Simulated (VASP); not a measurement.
Consider the following.

```
CELL_PARAMETERS angstrom
      1.72519     0.99604     5.37688
     -1.72519     0.99604     5.37688
      0.00000    -1.99208     5.37688
ATOMIC_POSITIONS crystal
  Y  0.50000 0.50000 0.50000
  Mg 0.00000 0.00000 0.00000
```

Method: PBEsol GGA, VASP's PBE PAW potentials (set 64) (plane waves; VASP). Run with 400 eV cut-off, Gaussian smearing of 0.050 eV, potentials Y_sv Mg.

Question: Give the energies of bands 5 to 9 at the high-symmetry points, in eV from the Fermi level.

Answer: 
| band | Γ | T | H2 | L | S0 | F |
|---|---|---|---|---|---|---|
| 5 | -5.61 | -4.34 | -1.08 | -2.02 | -0.95 | -2.16 |
| 6 | -1.55 | -3.81 | -0.27 | -1.09 | -0.33 | -1.02 |
| 7 | -0.01 | 0.58 | -0.22 | -0.85 | -0.23 | -0.59 |
| 8 | 2.10 | 2.08 | 0.25 | 0.46 | 0.25 | 1.21 |
| 9 | 2.10 | 2.08 | 1.22 | 2.81 | 1.03 | 1.47 |

It has no gap at this level: it comes out as a metal or semimetal.

The structure comes from a computed database's YMg entry (R-3m); how it stands against other phases isn't given here. It was relaxed first. The electron count is odd and the run is not spin-polarised, which forces a metal.
